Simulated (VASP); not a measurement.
Input:

```
CELL_PARAMETERS angstrom
      4.29159     0.00000     0.00000
      0.00000     4.38984     0.00000
      0.00000     0.00000     4.39283
ATOMIC_POSITIONS crystal
  Cs 0.00000 0.00000 0.00000
  Br 0.50734 0.50000 0.50000
```

All values below come from PBE GGA with spin-orbit coupling, VASP's PBE PAW potentials (set 64) (plane waves; VASP). Run with 400 eV cut-off, 6×6×6 Γ-centred mesh, Gaussian smearing of 0.050 eV, potentials Cs_sv Br.

Q: What does the run give for the energy per atom (σ→0), band gap (on the k-mesh) with the smallest direct gap where there is one?

A: 
```json
{
  "band gap (on the k-mesh)": "4.12 eV",
  "smallest direct gap (on the k-mesh)": "4.12 eV",
  "energy per atom (σ→0)": "-3.104 eV/atom"
}
```

The absolute energy has meaning only against runs of the same code, potentials and settings.

The compound is CsBr in the CsCl type structure. The cell was not relaxed at this level, atoms are displaced from their ideal sites. The run is one of a series of settings (GGA_COMPAT = .FALSE., LSORBIT = .TRUE., MAGMOM = 0 0 0 0 0 0, program vasp_ncl against the base run), some of them coarse on purpose.
